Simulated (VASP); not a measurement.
Consider the following.

```
CELL_PARAMETERS angstrom
      0.00000     2.55085     2.55085
      2.55085     0.00000     2.55085
      2.55085     2.55085     0.00000
ATOMIC_POSITIONS crystal
  Zr 0.00000 0.00000 0.00000
  O  0.25000 0.25000 0.25000
  O  0.75000 0.75000 0.75000
```

Method: revTPSS meta-GGA, VASP's PBE PAW potentials (set 64) (plane waves; VASP 6.6.1). Numerical set-up: 520 eV cut-off, 8×8×8 Γ-centred mesh, Gaussian smearing of 0.050 eV, potentials Zr_sv O.

**Question.** Predict the energy per atom (σ→0), band gap (on the k-mesh) with the smallest direct gap where there is one.

**Answer.** 
```
Item                                         Result
-----------------------------------  --------------
band gap (on the k-mesh)                    3.40 eV
smallest direct gap (on the k-mesh)         3.79 eV
energy per atom (σ→0)                -6.960 eV/atom
```

The absolute energy has meaning only against runs of the same code, potentials and settings.

The compound is ZrO2 in the fluorite structure, the high-temperature cubic form, which is unstable at 0 K; the monoclinic form is the stable one. It was relaxed first.
